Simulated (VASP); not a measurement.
Calculation: PBE GGA with D3 dispersion (Becke-Johnson damping), VASP's PBE PAW potentials (set 64) (plane waves; VASP).

VASP ran on this input.

### INCAR
```
! general
SYSTEM =CdSe
PREC   =Accurate
ENCUT  =520
LREAL  =.False.
LASPH  =.True.

! electronic loop
EDIFF  =1E-7
NELM   =100
ALGO   =Normal
LMAXMIX=4

! smearing
ISMEAR =-5

! functional
GGA    =PE
IVDW   =12

! ions
ISIF   =2

! output
LWAVE  =.False.
LCHARG =.True.
LORBIT =11
NEDOS  =601

! other
LEFG   =.True.
```

POSCAR:
```
CdSe
1
    2.1667040377    -3.7528412365    -0.0000000000
    2.1667040377     3.7528412365     0.0000000000
    0.0000000000     0.0000000000     7.0660457803
Cd Se
2 2
Direct
  0.6666670000   0.3333330000   0.5000604311
  0.3333330000   0.6666670000   0.0000604311
  0.6666670000   0.3333330000   0.8759395689
  0.3333330000   0.6666670000   0.3759395689
```

### KPOINTS
```
Regular mesh
0
Gamma
  7 7 4
```

POTCAR, in this order: Cd Se (PBE.64 set). Program: vasp_std.

Output of the run:

OSZICAR:
```
       N       E                     dE             d eps       ncg     rms          rms(c)
DAV:   1     0.245903618191E+03    0.24590E+03   -0.17467E+04  1056   0.148E+03
DAV:   2     0.156043072654E+01   -0.24434E+03   -0.23987E+03  1194   0.350E+02
DAV:   3    -0.115992707399E+02   -0.13160E+02   -0.13121E+02  1248   0.813E+01
DAV:   4    -0.117210346307E+02   -0.12176E+00   -0.12171E+00  1188   0.763E+00
DAV:   5    -0.117220624194E+02   -0.10278E-02   -0.10278E-02  1236   0.646E-01    0.879E+00
DAV:   6    -0.109985333503E+02    0.72353E+00   -0.16476E+00  1280   0.127E+01    0.684E+00
DAV:   7    -0.109673033021E+02    0.31230E-01   -0.60483E-01  1176   0.432E+00    0.260E+00
DAV:   8    -0.109651666043E+02    0.21367E-02   -0.69545E-02  1128   0.292E+00    0.383E-01
DAV:   9    -0.109650598811E+02    0.10672E-03   -0.99992E-03  1212   0.129E+00    0.131E-01
DAV:  10    -0.109651724987E+02   -0.11262E-03   -0.10450E-03  1200   0.398E-01    0.764E-02
DAV:  11    -0.109652810815E+02   -0.10858E-03   -0.24724E-04  1140   0.107E-01    0.198E-02
DAV:  12    -0.109652673054E+02    0.13776E-04   -0.96479E-05  1346   0.106E-01    0.875E-03
DAV:  13    -0.109652698906E+02   -0.25851E-05   -0.14635E-05  1158   0.320E-02    0.608E-03
DAV:  14    -0.109652699105E+02   -0.19903E-07   -0.81505E-07  1096   0.439E-03
   1 F= -.12209638E+02 E0= -.12209638E+02  d E =0.000000E+00
```

File OUTCAR:
```
------------------------ aborting loop because EDIFF is reached ----------------------------------------
 Edisp (eV)   -1.24437
  FORCE on cell =-STRESS in cart. coord.  units (eV):
  Direction    XX          YY          ZZ          XY          YZ          ZX
  --------------------------------------------------------------------------------------
  Total      -0.01564    -0.01564     0.04048     0.00000     0.00000     0.00000
  in kB      -0.21804    -0.21804     0.56441     0.00000     0.00000     0.00000
  external pressure =        0.04 kB  Pullay stress =        0.00 kB
  volume of cell :      114.91
      direct lattice vectors                 reciprocal lattice vectors
     2.166704038 -3.752841237  0.000000000     0.230765250 -0.133232388  0.000000000
     2.166704038  3.752841237  0.000000000     0.230765250  0.133232388  0.000000000
     0.000000000  0.000000000  7.066045780     0.000000000  0.000000000  0.141521868
  FREE ENERGIE OF THE ION-ELECTRON SYSTEM (eV)
  ---------------------------------------------------
  free  energy   TOTEN  =       -12.2096382293 eV

  energy  without entropy=      -12.2096382293  energy(sigma->0) =      -12.20963823

 total charge

# of ion       s       p       d       tot
------------------------------------------
    1        0.440   0.303   9.555  10.298
    2        0.440   0.303   9.555  10.298
    3        1.444   2.388   0.021   3.853
    4        1.444   2.388   0.021   3.853
--------------------------------------------------
tot          3.769   5.381  19.151  28.301

 Electric field gradients after diagonalization (V/A^2)
 (convention: |V_zz| > |V_xx| > |V_yy|)
----------------------------------------------------------------------
 ion       V_xx      V_yy      V_zz     asymmetry (V_yy - V_xx)/ V_zz
----------------------------------------------------------------------
   1      -1.088    -1.085     2.173       0.001
   2      -1.088    -1.085     2.173       0.001
   3      -0.687    -0.686     1.374       0.001
   4      -0.687    -0.687     1.374       0.001
```
(Selected blocks of OUTCAR.)

The compound is CdSe in the wurtzite structure. It was relaxed first.
